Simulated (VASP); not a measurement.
Data:

```yaml
crystal:
  lattice:
    - [0.00000, 3.12492, 3.12492]
    - [3.12492, 0.00000, 3.12492]
    - [3.12492, 3.12492, 0.00000]
  atoms:
    - { symbol: Sn, position: [0.00000, 0.00000, 0.00000] }
    - { symbol: Te, position: [0.25000, 0.25000, 0.25000] }
```

Level of theory: PBEsol GGA, VASP's PBE PAW potentials (set 64) (plane waves; VASP 6.6.1). Numerical set-up: 500 eV cut-off, 10×10×10 Γ-centred mesh, first-order Methfessel-Paxton smearing of 0.10 eV, potentials Sn_d Te.

Unless said otherwise, spin-orbit coupling is left out, though it shifts the bands of the heavy elements here.

Task: Estimate the energy per atom (σ→0), pressure, band gap (on the k-mesh) with the smallest direct gap where there is one.

Result: 
The band gap (on the k-mesh) is none (metal, semimetal or under 0.01 eV) and the energy per atom (σ→0) is -3.181 eV/atom. The pressure comes out as 20.00 GPa.

The absolute energy has meaning only against runs of the same code, potentials and settings.

The structure was generated: SnTe was put into the zinc blende type (F-43m), which need not be its known phase. It was relaxed first under an external pressure of 20 GPa.
